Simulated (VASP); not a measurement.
Data:

```
CdTe
1.0
    0.00000     3.27897     3.27897
    3.27897     0.00000     3.27897
    3.27897     3.27897     0.00000
Cd Te
1 1
Direct
  0.00000   0.00000   0.00000
  0.25000   0.25000   0.25000
```

Level of theory: PBE0 hybrid, VASP's PBE PAW potentials (set 64) (plane waves; VASP). Run with 520 eV cut-off, 6×6×6 Γ-centred mesh, Gaussian smearing of 0.050 eV, potentials Cd Te.

Unless said otherwise, spin-orbit coupling is left out, though it shifts the bands of the heavy elements here.

Q: What does the run give for the energy per atom (σ→0), band gap (on the k-mesh) with the smallest direct gap where there is one?

A: 
```yaml
band gap (on the k-mesh): 2.02 eV
smallest direct gap (on the k-mesh): 2.02 eV
energy per atom (σ→0): -3.285 eV/atom
```

The absolute energy has meaning only against runs of the same code, potentials and settings.

The compound is CdTe in the zinc blende structure. This cell is one point of a volume scan, at 0.97 of the reference volume. The cell's shape comes from a PBE relaxation.
